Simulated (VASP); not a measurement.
Data:

```yaml
crystal:
  lattice:
    - [0.00000, 2.01500, 2.01500]
    - [2.01500, 0.00000, 2.01500]
    - [2.01500, 2.01500, 0.00000]
  atoms:
    - { symbol: Li, position: [0.00000, 0.00000, 0.00000] }
    - { symbol: F, position: [0.50000, 0.50000, 0.50000] }
```

Computed with PBE GGA, VASP's PBE PAW potentials (set 64) (plane waves; VASP). Settings: 400 eV cut-off, 7×7×7 Γ-centred mesh, Fermi-Dirac smearing of 0.010 eV, potentials Li_sv F.

Question: Give the energies of bands 3 to 6 at the high-symmetry points, in eV from the valence-band maximum.

Answer: 
| band | Γ | X | U | L | W |
|---|---|---|---|---|---|
| 3 | -0.01 | -2.99 | -2.49 | -2.48 | -2.06 |
| 4 | -0.01 | -1.00 | -1.55 | -0.23 | -2.06 |
| 5 | -0.01 | -1.00 | -0.74 | -0.23 | -0.77 |
| 6 | 9.31 | 14.86 | 14.51 | 10.79 | 15.11 |

The gap is indirect, 9.31 eV, from the valence maximum at K-Γ at 0.89 to the conduction minimum at Γ.

The structure is a typed LiF crystal (Fm-3m). The cell was not relaxed at this level.
